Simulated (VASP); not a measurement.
Input:

```
TaAs
1.0
    0.00000     2.86960     2.86960
    2.86960     0.00000     2.86960
    2.86960     2.86960     0.00000
Ta As
1 1
Cartesian
  0.00000   0.00000   0.00000
  1.43480   1.43480   1.43480
```

These are PBEsol GGA, VASP's PBE PAW potentials (set 64) (plane waves; VASP) values and carry that method's errors. Run with 400 eV cut-off, 10×10×10 Γ-centred mesh, first-order Methfessel-Paxton smearing of 0.10 eV, potentials Ta_pv As.

Unless said otherwise, spin-orbit coupling is left out, though it shifts the bands of the heavy elements here.

Q: What does the run give for the energy per atom (σ→0), band gap (on the k-mesh) with the smallest direct gap where there is one?

A: 
| Quantity | Value |
|---|---|
| band gap (on the k-mesh) | none (metal, semimetal or under 0.01 eV) |
| energy per atom (σ→0) | -8.248 eV/atom |

The structure was generated: TaAs was put into the zinc blende type (F-43m), which need not be its known phase. It was relaxed first, which changed the volume by -36 %. The start is the result of an earlier pass.
